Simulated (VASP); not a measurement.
A VASP calculation is set up with these files.

**POSCAR**
```
AuZn
1.0
  3.1877048769   0.0000000000   0.0000000000
  0.0000000000   3.1877048769   0.0000000000
  0.0000000000   0.0000000000   3.1877048769
Zn Au
1 1
Cartesian
  1.5938524384   1.5938524384   1.5938524384
  0.0000000000   0.0000000000   0.0000000000
```

INCAR:
```
ALGO=Normal
EDIFF=1E-6
EDIFFG=-0.02
ENCUT=500
GGA=PE
IBRION=2
ISIF=3
ISMEAR=1
LASPH=T
LCHARG=F
LMAXMIX=6
LREAL=F
LWAVE=F
NELM=100
NSW=40
PREC=Accurate
PSTRESS=50
SIGMA=0.1
SYSTEM=AuZn
```

**KPOINTS**
```
Automatic mesh
0
Gamma
11 11 11
0 0 0
```

POTCAR, in this order: Zn Au (PBE.64 set). Program: vasp_std.

**Question.** Translate this PBE calculation to Quantum ESPRESSO's pw.x.

**Answer.** One equivalent input (not run):
```
&CONTROL
  calculation = 'vc-relax'
  pseudo_dir = './pseudo'
  outdir = './out'
  tprnfor = .true.
  tstress = .true.
  nstep = 40
  forc_conv_thr = 0.00078
/
&SYSTEM
  ibrav = 0
  nat = 2
  ntyp = 2
  ecutwfc = 84
  occupations = 'smearing'
  smearing = 'methfessel-paxton'
  degauss = 0.00735
  input_dft = 'pbe'
/
&ELECTRONS
  conv_thr = 7.3e-08
  electron_maxstep = 100
/
&IONS
/
&CELL
  press = 50
/
ATOMIC_SPECIES
  Zn 65.380 Zn.upf
  Au 196.967 Au.upf
CELL_PARAMETERS angstrom
     3.1877049    0.0000000    0.0000000
     0.0000000    3.1877049    0.0000000
     0.0000000    0.0000000    3.1877049
ATOMIC_POSITIONS crystal
  Zn   0.5000000  0.5000000  0.5000000
  Au   0.0000000  0.0000000  0.0000000
K_POINTS automatic
  11 11 11 0 0 0
```
What does not carry over: the potentials are each code's own (VASP's PAW set, PseudoDojo norm-conserving files in pw.x), so ENCUT and ecutwfc are chosen apart and not converted; conv_thr bounds pw.x's estimated SCF error, while EDIFF bounds the energy change between steps; forc_conv_thr acts on force components and is met together with etot_conv_thr.

The compound is AuZn in the CsCl type structure. This run relaxes it under an external pressure of 5 GPa. Symmetry was kept, so distortions that lower it aren't found.
